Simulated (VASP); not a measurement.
# MoS2: the relaxed cell at several levels, part 3 of 4

How close do the usual functionals, with and without dispersion, come to the cell of MoS2? The start is a cell from a database of measured crystal structures.

VASP 6.6.1, plane waves and PAW; the level of theory is named at each step.

So far. Step 3 (Relaxation with PBEsol): It ends at 17.90 Å³/atom, +0.2 % from the start, with -0.03 GPa left. The conventional cell has a = 3.142 and c = 12.563 Å. Step 4 (Relaxation with PBE): It ends at 20.41 Å³/atom, +14.2 % from the start, with -0.03 GPa left. The conventional cell has a = 3.185 and c = 13.935 Å. That is far more than a functional's usual error.

The database entry behind the starting cell differs from later determinations by our own check (about 0.3 % long), so it need not match the best structure at ambient conditions.

## (5) Relaxation with r2SCAN

This step: r2SCAN; plane waves and PAW (Mo_sv, S) (VASP 6.6.1).

r2SCAN adds the kinetic-energy density, costs more than a GGA and is run with LASPH.

Contents of INCAR:

```
SYSTEM = MoS2
PREC = Accurate
ENCUT = 520
EDIFF = 1E-06
NELM = 100
ISMEAR = -1
SIGMA = 0.05
LREAL = .FALSE.
ALGO = Normal
METAGGA = R2SCAN
LASPH = .TRUE.
NBANDS = 32
LORBIT = 11
LWAVE = .FALSE.
LCHARG = .FALSE.
KPAR = 4
IBRION = 2
NSW = 60
ISIF = 3
EDIFFG = -0.01
```

Contents of POSCAR:

```
MoS2
1.0
    3.1690000000      0.0000000000      0.0000000000
   -1.5845000000      2.7444345046      0.0000000000
    0.0000000000      0.0000000000     12.3240000000
Mo S
2 4
Direct
    0.3333333333      0.6666666667      0.2500000000
    0.6666666667      0.3333333333      0.7500000000
    0.3333333333      0.6666666667      0.6230000000
    0.6666666667      0.3333333333      0.1230000000
    0.3333333333      0.6666666667      0.8770000000
    0.6666666667      0.3333333333      0.3770000000
```

Contents of KPOINTS:

```
Automatic mesh
0
Gamma
10 10 3
0 0 0
```

PAW data sets: Mo_sv and S (PBE family, release 64).

Started as:

```sh
$ mpirun -np 4 vasp_std
```

Log:

```text
[banner, memory and clock lines left out]
running    4 mpi-ranks, on    1 nodes
[...]
[... a notice as in an earlier step ...]

 LDA part: xc-table for (None), standard interpolation
 POSCAR, INCAR and KPOINTS ok, starting setup
[...]
entering main loop
       N       E                     dE             d eps       ncg     rms          rms(c)
DAV:   1     0.389287630351E+03    0.38929E+03   -0.30195E+04  2000   0.158E+03
DAV:   2    -0.849360353318E+02   -0.47422E+03   -0.46303E+03  2176   0.399E+02
DAV:   3    -0.108890360279E+03   -0.23954E+02   -0.23787E+02  2320   0.799E+01
DAV:   4    -0.109350191364E+03   -0.45983E+00   -0.45877E+00  2144   0.112E+01
[...]
DAV:  13    -0.900422592271E+02   -0.48639E-04   -0.16160E-04  2344   0.834E-02    0.261E-02
DAV:  14    -0.900422581550E+02    0.10721E-05   -0.71035E-06  2088   0.159E-02    0.101E-02
DAV:  15    -0.900422578995E+02    0.25551E-06   -0.19305E-06  1584   0.862E-03
   1 F= -.90042258E+02 E0= -.90042257E+02  d E =-.900423E+02
[... from here on, the cycles between the ionic steps are left out ...]
   2 F= -.90054349E+02 E0= -.90054349E+02  d E =-.120916E-01
   3 F= -.90054482E+02 E0= -.90054481E+02  d E =-.122239E-01
   4 F= -.90061162E+02 E0= -.90061162E+02  d E =-.668025E-02
   5 F= -.90068435E+02 E0= -.90068434E+02  d E =-.139529E-01
   6 F= -.90070880E+02 E0= -.90070880E+02  d E =-.244514E-02
   7 F= -.90076483E+02 E0= -.90076482E+02  d E =-.804787E-02
   8 F= -.90080561E+02 E0= -.90080561E+02  d E =-.121262E-01
   9 F= -.90080571E+02 E0= -.90080571E+02  d E =-.121360E-01
  10 F= -.90081222E+02 E0= -.90081222E+02  d E =-.650952E-03
  11 F= -.90082335E+02 E0= -.90082335E+02  d E =-.176424E-02
  12 F= -.90082449E+02 E0= -.90082449E+02  d E =-.187873E-02
  13 F= -.90082601E+02 E0= -.90082601E+02  d E =-.151562E-03
  14 F= -.90082668E+02 E0= -.90082668E+02  d E =-.218606E-03
[...]
reached required accuracy - stopping structural energy minimisation
```

It took 18 min on 4 MPI ranks of AMD EPYC 7R43, shared host; peak memory 1 GiB.

OUTCAR, selected parts (step 5):

```text
  Total        0.0115314      0.0115314      0.0158264      0.0000000      0.0000000     -0.0000000
  in kB        0.1624354      0.1624354      0.2229368      0.0000000      0.0000000     -0.0000000
  external PRESSURE =       0.1826026 kB  Pullay stress =       0.0000000 kB

 POSITION                                       TOTAL-FORCE (eV/Angst)
 -----------------------------------------------------------------------------------
     -0.00000      1.83894      3.23640        -0.000000     -0.000000      0.000000
      1.59257      0.91947      9.70921         0.000000      0.000000      0.000000
     -0.00000      1.83894      8.15684         0.000000      0.000000     -0.001878
      1.59257      0.91947      1.68404         0.000000      0.000000     -0.001878
     -0.00000      1.83894     11.26157        -0.000000     -0.000000      0.001878
      1.59257      0.91947      4.78877        -0.000000     -0.000000      0.001878
 -----------------------------------------------------------------------------------
    total drift:                               -0.000000      0.000000     -0.000000

  FREE ENERGIE OF THE ION-ELECTRON SYSTEM (eV)
  ---------------------------------------------------
  free  energy   TOTEN  =       -90.0826681056 eV

  energy  without entropy=      -90.0826679420  energy(sigma->0) =      -90.08266802

[... 2 parts as in an earlier step ...]

[... 2 further parts left out ...]
[key lines of the parts left out:]
E-fermi :   7.0763
```

The bonds form layers, held to each other by dispersion, which r2SCAN holds only at short range, so the spacing between them may come out too wide.

Step by step:

| step | energy less that of the first step (eV) | largest force (eV/Å) | pressure (GPa) | volume (Å³) |
| --- | --- | --- | --- | --- |
| 1 | 0.0000 | 0.2388 | 0.80 | 107.18 |
| 2 | -0.0121 | 0.1257 | 0.00 | 108.58 |
| 3 | -0.0122 | 0.1152 | -0.09 | 108.73 |
| 4 | -0.0189 | 0.0370 | 0.33 | 109.05 |
| 5 | -0.0262 | 0.1443 | 1.35 | 109.77 |
| 6 | -0.0286 | 0.1204 | 1.15 | 110.06 |
| 7 | -0.0342 | 0.0454 | 0.60 | 110.90 |
| 8 | -0.0383 | 0.1011 | -0.43 | 112.61 |
| 9 | -0.0383 | 0.0930 | -0.38 | 112.52 |
| 10 | -0.0390 | 0.0796 | -0.29 | 112.70 |
| 11 | -0.0401 | 0.0376 | -0.02 | 113.24 |
| 12 | -0.0402 | 0.0190 | 0.10 | 113.47 |
| 13 | -0.0403 | 0.0094 | 0.06 | 113.59 |
| 14 | -0.0404 | 0.0019 | 0.02 | 113.74 |

| conventional cell, symmetrised | before | after | change |
| --- | --- | --- | --- |
| a (Å) | 3.169 | 3.185 | +0.5 % |
| b (Å) | 3.169 | 3.185 | +0.5 % |
| c (Å) | 12.324 | 12.946 | +5.0 % |
| volume (Å³/atom) | 17.86 | 18.96 | +6.1 % |

The atoms that moved most (Å, as changes of fractional coordinates times the final cell):

| atom | dx | dy | dz | length |
| --- | --- | --- | --- | --- |
| S4 | 0.000 | 0.000 | 0.092 | 0.092 |
| S3 | 0.000 | 0.000 | 0.092 | 0.092 |
| S6 | 0.000 | 0.000 | -0.092 | 0.092 |
| S5 | 0.000 | 0.000 | -0.092 | 0.092 |

Final coordinates:

```xyz
6
Lattice="3.1851 0.0000 0.0000 -1.5926 2.7584 0.0000 0.0000 0.0000 12.9456" Properties=species:S:1:pos:R:3 pbc="T T T"
Mo    0.0000    1.8389    3.2364
Mo    1.5926    0.9195    9.7092
S     0.0000    1.8389    8.1568
S     1.5926    0.9195    1.6840
S     0.0000    1.8389   11.2616
S     1.5926    0.9195    4.7888
```

It ends at 18.96 Å³/atom, +6.1 % from the start, with 0.02 GPa left. The conventional cell has a = 3.185 and c = 12.946 Å.

## (6) Relaxation with PBE + D3(BJ)

This step: PBE with D3(BJ); plane waves and PAW (Mo_sv, S) (VASP 6.6.1).

A dispersion term adds the long-range attraction that semilocal functionals lack. D3 with Becke-Johnson damping keeps a finite attraction at short range.

INCAR: that of step 5 with these lines changed.

```diff
@@ -9,5 +9,6 @@
 ALGO = Normal
-METAGGA = R2SCAN
+GGA = PE
+IVDW = 12
+NBANDS = 32
 LASPH = .TRUE.
-NBANDS = 32
 LORBIT = 11
```

POSCAR is that of step 5.

KPOINTS is that of step 5.

Started as:

```sh
$ mpirun -np 4 vasp_std
```

Log:

```text
[... set-up lines as in an earlier step ...]
 entering main loop
       N       E                     dE             d eps       ncg     rms          rms(c)
[... 15 cycles as in an earlier step ...]
   1 F= -.46154755E+02 E0= -.46154754E+02  d E =-.461548E+02
[... from here on, the cycles between the ionic steps are left out ...]
   2 F= -.46138623E+02 E0= -.46138621E+02  d E =0.161323E-01
   3 F= -.46163615E+02 E0= -.46163614E+02  d E =-.885986E-02
   4 F= -.46166173E+02 E0= -.46166172E+02  d E =-.255844E-02
   5 F= -.46166286E+02 E0= -.46166285E+02  d E =-.267169E-02
   6 F= -.46167816E+02 E0= -.46167815E+02  d E =-.152978E-02
   7 F= -.46170987E+02 E0= -.46170985E+02  d E =-.470017E-02
   8 F= -.46169704E+02 E0= -.46169700E+02  d E =-.341777E-02
   9 F= -.46171786E+02 E0= -.46171783E+02  d E =-.549938E-02
  10 F= -.46169331E+02 E0= -.46169329E+02  d E =0.245435E-02
  11 F= -.46171900E+02 E0= -.46171897E+02  d E =-.113975E-03
[...]
reached required accuracy - stopping structural energy minimisation
```

It took 3.8 min on 4 MPI ranks; peak memory 1 GiB; 14 min of CPU time.

From OUTCAR (step 6):

```text
 Edisp (eV)   -2.61721

 Edisp (eV)   -2.62769

  Total       0.00407     0.00407    -0.01684     0.00000     0.00000     0.00000
  in kB       0.06284     0.06284    -0.26011     0.00000     0.00000     0.00000
  external pressure =       -0.04 kB  Pullay stress =        0.00 kB

 POSITION                                       TOTAL-FORCE (eV/Angst)
 -----------------------------------------------------------------------------------
     -0.00000      1.81776      3.02124         0.000000     -0.000000      0.000000
      1.57423      0.90888      9.06373        -0.000000      0.000000      0.000000
     -0.00000      1.81776      7.49836        -0.000000     -0.000000      0.000581
      1.57423      0.90888      1.45587        -0.000000     -0.000000      0.000581
     -0.00000      1.81776     10.62910         0.000000      0.000000     -0.000581
      1.57423      0.90888      4.58661         0.000000      0.000000     -0.000581
 -----------------------------------------------------------------------------------
    total drift:                               -0.000000      0.000000     -0.000000

  FREE ENERGIE OF THE ION-ELECTRON SYSTEM (eV)
  ---------------------------------------------------
  free  energy   TOTEN  =       -46.1718997076 eV

  energy  without entropy=      -46.1718948027  energy(sigma->0) =      -46.17189726

[... 2 parts as in an earlier step ...]

[... 2 further parts left out ...]
[key lines of the parts left out:]
E-fermi :   8.3317
```

It ends at 17.29 Å³/atom, -3.2 % from the start, with 0.00 GPa left. The conventional cell has a = 3.148 and c = 12.085 Å. Against plain PBE, the dispersion term moves a by -1.2 % and c by -13.3 %.

## (7) Relaxation with r2SCAN + rVV10

This step: r2SCAN with rVV10; plane waves and PAW (Mo_sv, S) (VASP 6.6.1).

LUSE_VDW switches on a nonlocal correlation term for dispersion.

INCAR: that of step 6 with these lines changed.

```diff
@@ -9,6 +9,9 @@
 ALGO = Normal
-GGA = PE
-IVDW = 12
+METAGGA = R2SCAN
+LUSE_VDW = .TRUE.
+IVDW_NL = 2
+BPARAM = 11.95
+CPARAM = 0.0093
+LASPH = .TRUE.
 NBANDS = 32
-LASPH = .TRUE.
 LORBIT = 11
```

POSCAR is that of step 6.

KPOINTS is that of step 6.

Started as:

```sh
$ mpirun -np 4 vasp_std
```

Log:

```text
[banner, memory and clock lines left out]
running    4 mpi-ranks, on    1 nodes
[...]
|                                                                             |
|               ----> ADVICE to this user running VASP <----                  |
|                                                                             |
|     You have switched on vdW-DFT.                                           |
|     This routine was written and supplied by Jiri Klimes. We recommend      |
|     that you carefully read and cite the following publications:            |
|       J. Klimes, D.R. Bowler, A. Michelides                                 |
|          J. Phys.: Cond Matt. 22 022201 (2010)                              |
|       J. Klimes, D.R. Bowler, A. Michelides                                 |
|          Phys. Rev. B. 83, 195131 (2011)                                    |
|     and references therein.                                                 |
|                                                                             |

[...]
Total rVV10 correction in eV:      0.9413976    53.8668645
Total rVV10 correction in eV:      0.9413976    53.8668645
Total rVV10 correction in eV:      0.9413976    53.8668645
Total rVV10 correction in eV:      0.9413976    53.8668645
Total rVV10 correction in eV:      0.9413923    53.8668645
Total rVV10 correction in eV:      0.9413923    53.8668645
Total rVV10 correction in eV:      0.9413923    53.8668645
Total rVV10 correction in eV:      0.9413923    53.8668645
   1 F= -.89098804E+02 E0= -.89098803E+02  d E =-.890988E+02
[... from here on, the cycles between the ionic steps are left out ...]
   2 F= -.89098255E+02 E0= -.89098254E+02  d E =0.548611E-03
   3 F= -.89101032E+02 E0= -.89101032E+02  d E =-.222852E-02
   4 F= -.89101874E+02 E0= -.89101874E+02  d E =-.842116E-03
   5 F= -.89101922E+02 E0= -.89101922E+02  d E =-.890152E-03
   6 F= -.89102414E+02 E0= -.89102413E+02  d E =-.491511E-03
   7 F= -.89103443E+02 E0= -.89103443E+02  d E =-.152074E-02
   8 F= -.89103598E+02 E0= -.89103598E+02  d E =-.167581E-02
   9 F= -.89103825E+02 E0= -.89103825E+02  d E =-.190304E-02
  10 F= -.89103463E+02 E0= -.89103463E+02  d E =0.362194E-03
  11 F= -.89103850E+02 E0= -.89103849E+02  d E =-.245759E-04
[...]
reached required accuracy - stopping structural energy minimisation
```

Elapsed: 24 min, on 4 MPI ranks; peak memory 1.8 GiB.

Parts of OUTCAR (step 7):

```text
  Total        0.0345294      0.0345294      0.0096940      0.0000000      0.0000000      0.0000000
  in kB        0.5101144      0.5101144      0.1432130      0.0000000      0.0000000      0.0000000
  external PRESSURE =       0.3878140 kB  Pullay stress =       0.0000000 kB

 POSITION                                       TOTAL-FORCE (eV/Angst)
 -----------------------------------------------------------------------------------
     -0.00000      1.83276      3.10678        -0.000000     -0.000000      0.000000
      1.58721      0.91638      9.32034         0.000000      0.000000      0.000000
     -0.00000      1.83276      7.76434         0.000000     -0.000000     -0.000654
      1.58721      0.91638      1.55078         0.000000     -0.000000     -0.000654
     -0.00000      1.83276     10.87635        -0.000000      0.000000      0.000654
      1.58721      0.91638      4.66279        -0.000000      0.000000      0.000654
 -----------------------------------------------------------------------------------
    total drift:                               -0.000000      0.000000     -0.000000

  FREE ENERGIE OF THE ION-ELECTRON SYSTEM (eV)
  ---------------------------------------------------
  free  energy   TOTEN  =       -89.1038498281 eV

  energy  without entropy=      -89.1038491474  energy(sigma->0) =      -89.10384949

[... 2 parts as in an earlier step ...]

[... 2 further parts left out ...]
[key lines of the parts left out:]
E-fermi :   7.7049
```

It ends at 18.08 Å³/atom, +1.2 % from the start, with 0.04 GPa left. The conventional cell has a = 3.174 and c = 12.427 Å. Against plain r2SCAN, the dispersion term moves a by -0.3 % and c by -4.0 %.

## (8) Relaxation with optB88-vdW

This step: optB88-vdW; plane waves and PAW (Mo_sv, S) (VASP 6.6.1).

optB88-vdW pairs nonlocal correlation with a B88-type exchange refitted to the binding of molecular dimers.

INCAR: that of step 7 with these lines changed.

```diff
@@ -9,7 +9,7 @@
 ALGO = Normal
-METAGGA = R2SCAN
+GGA = BO
+AGGAC = 0
 LUSE_VDW = .TRUE.
-IVDW_NL = 2
-BPARAM = 11.95
-CPARAM = 0.0093
+PARAM1 = 0.1833333333
+PARAM2 = 0.22
 LASPH = .TRUE.
```

POSCAR is that of step 7.

KPOINTS is that of step 7.

Started as:

```sh
$ mpirun -np 4 vasp_std
```

Log:

```text
[banner, memory and clock lines left out]
running    4 mpi-ranks, on    1 nodes
[...]
[... a notice as in an earlier step ...]

 [... a notice as in an earlier step ...]

 LDA part: xc-table for (Slater+PW92), standard interpolation
 POSCAR, INCAR and KPOINTS ok, starting setup
[...]
entering main loop
       N       E                     dE             d eps       ncg     rms          rms(c)
DAV:   1     0.452873942848E+03    0.45287E+03   -0.29623E+04  2000   0.154E+03
DAV:   2    -0.999688109607E+01   -0.46287E+03   -0.45152E+03  2176   0.389E+02
DAV:   3    -0.337605781935E+02   -0.23764E+02   -0.23590E+02  2320   0.782E+01
DAV:   4    -0.342577262624E+02   -0.49715E+00   -0.49595E+00  2168   0.113E+01
[...]
DAV:  13    -0.313103670286E+02    0.20806E-04   -0.17193E-04  2392   0.662E-02    0.172E-02
DAV:  14    -0.313103680349E+02   -0.10064E-05   -0.72561E-06  1920   0.134E-02    0.203E-02
DAV:  15    -0.313103679918E+02    0.43116E-07   -0.33819E-07  1472   0.348E-03
   1 F= -.31310368E+02 E0= -.31310367E+02  d E =-.313104E+02
[... from here on, the cycles between the ionic steps are left out ...]
   2 F= -.31277471E+02 E0= -.31277470E+02  d E =0.328967E-01
   3 F= -.31325601E+02 E0= -.31325600E+02  d E =-.152334E-01
   4 F= -.31325600E+02 E0= -.31325599E+02  d E =-.152325E-01
   5 F= -.31327180E+02 E0= -.31327179E+02  d E =-.157961E-02
   6 F= -.31327184E+02 E0= -.31327183E+02  d E =-.158379E-02
   7 F= -.31327423E+02 E0= -.31327422E+02  d E =-.239170E-03
   8 F= -.31327833E+02 E0= -.31327831E+02  d E =-.648379E-03
   9 F= -.31327875E+02 E0= -.31327874E+02  d E =-.690782E-03
  10 F= -.31327950E+02 E0= -.31327949E+02  d E =-.749245E-04
  11 F= -.31328120E+02 E0= -.31328119E+02  d E =-.245259E-03
  12 F= -.31328335E+02 E0= -.31328334E+02  d E =-.460286E-03
  13 F= -.31328268E+02 E0= -.31328267E+02  d E =-.392835E-03
  14 F= -.31328387E+02 E0= -.31328386E+02  d E =-.511967E-03
[...]
reached required accuracy - stopping structural energy minimisation
```

The job ended after 13 min (4 MPI ranks; peak memory 2.1 GiB; 51 min of CPU time).

OUTCAR, selected parts (step 8):

```text
  Total       -0.0254742     -0.0254742     -0.0032659      0.0000000      0.0000000      0.0000000
  in kB       -0.3708783     -0.3708783     -0.0475483      0.0000000      0.0000000      0.0000000
  external PRESSURE =      -0.2631016 kB  Pullay stress =       0.0000000 kB

 POSITION                                       TOTAL-FORCE (eV/Angst)
 -----------------------------------------------------------------------------------
     -0.00000      1.84355      3.11570         0.000000      0.000000     -0.000000
      1.59657      0.92178      9.34711        -0.000000     -0.000000     -0.000000
     -0.00000      1.84355      7.77779         0.000000      0.000000     -0.002061
      1.59657      0.92178      1.54638        -0.000000      0.000000     -0.002061
     -0.00000      1.84355     10.91644         0.000000     -0.000000      0.002061
      1.59657      0.92178      4.68503         0.000000     -0.000000      0.002061
 -----------------------------------------------------------------------------------
    total drift:                               -0.000000      0.000000     -0.000000

  FREE ENERGIE OF THE ION-ELECTRON SYSTEM (eV)
  ---------------------------------------------------
  free  energy   TOTEN  =       -31.3283870202 eV

  energy  without entropy=      -31.3283850045  energy(sigma->0) =      -31.32838601

[... 2 parts as in an earlier step ...]

[... 2 further parts left out ...]
[key lines of the parts left out:]
E-fermi :   7.4258
```

It ends at 18.34 Å³/atom, +2.7 % from the start, with -0.03 GPa left. The conventional cell has a = 3.193 and c = 12.463 Å.

[end of part 3 of 4]

[Lines on the potential files, build, host, timing and source positions are cut from VASP's logs without a mark.]

[Logs are printed without paths, hosts, clocks, repeated set-up lines and the standing remarks that a program may print on its own settings, such as how far it seeks lower states.]

[Hosts, paths, dates, database ids (printed as entryN), source tags and the programs' standing remarks are cut or masked in the printed files.]

[A measured line is paired with the nearest computed mode of its activity, which favours agreement.]
